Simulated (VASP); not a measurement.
Here is a VASP 6.6.1 calculation.

File INCAR:

```
SYSTEM = Ge
PREC = Accurate
ENCUT = 520
EDIFF = 1E-7
ISMEAR = 0
SIGMA = 0.02
LREAL = .False.
LASPH = .True.
NELM = 80
ALGO = Normal
ISIF = 3
LWAVE = .False.
LCHARG = .False.
GGA = PE
IBRION = 2
NSW = 80
EDIFFG = -0.002
```

The input KPOINTS:

```
Automatic mesh
0
Gamma
  10 10 10
  0 0 0
```

Contents of POSCAR:

```
Ge                                      
1.0
    0.0000000000      2.8909458648      2.8909458648
    2.8909458648      0.0000000000      2.8909458648
    2.8909458648      2.8909458648     -0.0000000000
  Ge            
     2
Direct
     0.0000000000000000    0.0000000000000000    0.0000000000000000
     0.2500000000000000    0.2500000000000000    0.2500000000000000
```

Potentials or basis: VASP PAW PBE potentials, release 64 (Ge).

The run is started by

```bash
$ cat potpaw_PBE.64/Ge/POTCAR > POTCAR
$ mpirun -np 1 vasp_std > vasp.out
```

**Question.** Estimate the band gap on the k mesh.

**Answer.** None (metal or under the smearing width).

Final structure:
```xyz
2
Lattice="0.0000 2.8909 2.8909 2.8909 0.0000 2.8909 2.8909 2.8909 0.0000" Properties=species:S:1:pos:R:3 pbc="T T T"
Ge    0.0000    0.0000    0.0000
Ge    1.4455    1.4455    1.4455
```

Caveat: the relaxation stopped at its first step, so nothing moved; this crystal is a semiconductor, whose small gap the functional closes, so the metal is an error of the method.
